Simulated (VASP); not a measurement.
Energy against volume of KCl (rock salt). Calculation: PBE GGA with D3 dispersion (zero damping), VASP's PBE PAW potentials (set 64) (plane waves; VASP 6.6.1). Run with 520 eV cut-off, 7×7×7 Γ-centred mesh, Gaussian smearing of 0.050 eV, potentials K_sv Cl.

```
V (Å³/atom)  E (eV/atom)
-----------  -----------
30.572          -3.58325
31.548          -3.58842
32.524          -3.59023
33.499          -3.58915
```

Fit these four points and predict the energy of the run at 34.475 Å³/atom.

A cubic in V^(−2/3), the third-order Birch-Murnaghan form, passes through the four points with V0 = 32.62 Å³/atom and B0 = 16 GPa, and gives -3.5856 eV/atom there. The run gave -3.5856 eV/atom, -0.0 meV/atom from the fit; all five points give B0 = 16 GPa.

The compound is KCl in the rock salt structure. It was relaxed first.
